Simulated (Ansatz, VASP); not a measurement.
# YHSe in VASP and in Ansatz

```xyz
3
Lattice="3.4623 0.0000 0.0000 -1.7311 2.9984 0.0000 0.0000 0.0000 3.5191" Properties=species:S:1:pos:R:3 pbc="T T T"
Y     0.0000    0.0000    0.0000
H     0.0000    1.9990    0.0000
Se    1.7311    0.9995    1.7595
```

Alike in both runs: functional LDA; k mesh 9 × 9 × 8; no spin polarisation.

Ansatz relaxed the structure, and its values are those at the end. VASP's run is a single point on that final structure, the one shown.

|  | VASP | Ansatz |
| --- | --- | --- |
| version | VASP 6.6.1 | Ansatz 0.2.0 |
| potentials or method | VASP PAW LDA potentials, release 64 (Y_sv, H, Se) | scalar-relativistic, plane waves, PAW |
| plane-wave cutoff (eV) | 520 | 420 |
| occupations | gaussian, width 0.01 eV | fixed |
| valence electrons in the cell | 18 | 28 |

```tsv
	VASP	Ansatz	Ansatz less VASP
gap on the k mesh at the Fermi level (eV)	1.28	1.29	+0.009
least direct gap on the mesh (eV)	1.49	1.51	+0.021
```

The two sets of potentials don't hold the same shells in valence.

Caveats: an odd mesh through Γ misses points on the zone boundary, where band edges often lie. A hybrid or GW would open this gap; LDA tends to underestimate it.
